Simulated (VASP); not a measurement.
Input:

```xyz
2
Lattice="0.0000 2.2468 2.2468 2.2468 0.0000 2.2468 2.2468 2.2468 0.0000" Properties=species:S:1:pos:R:3 pbc="T T T"
Hf     0.0000     0.0000     0.0000
N      2.2468     2.2468     2.2468
```

Method: SCAN meta-GGA, VASP's PBE PAW potentials (set 64) (plane waves; VASP). Run with 520 eV cut-off, 14×14×14 Γ-centred mesh, first-order Methfessel-Paxton smearing of 0.10 eV, potentials Hf_pv N.

Question: The job: HfN (rock salt), 2 atoms, SCAN, static run, 520 eV, 14×14×14 Γ-centred mesh. Roughly how much core time does it take on a busy server core?

Answer: About 5 core-minutes (one run on a shared machine, a rough figure). It had 104 irreducible k-points, 11 bands, up to 624 plane waves and 27 electronic steps.

The compound is HfN in the rock salt structure. It was relaxed first. The electron count is odd and the run is not spin-polarised, which forces a metal.
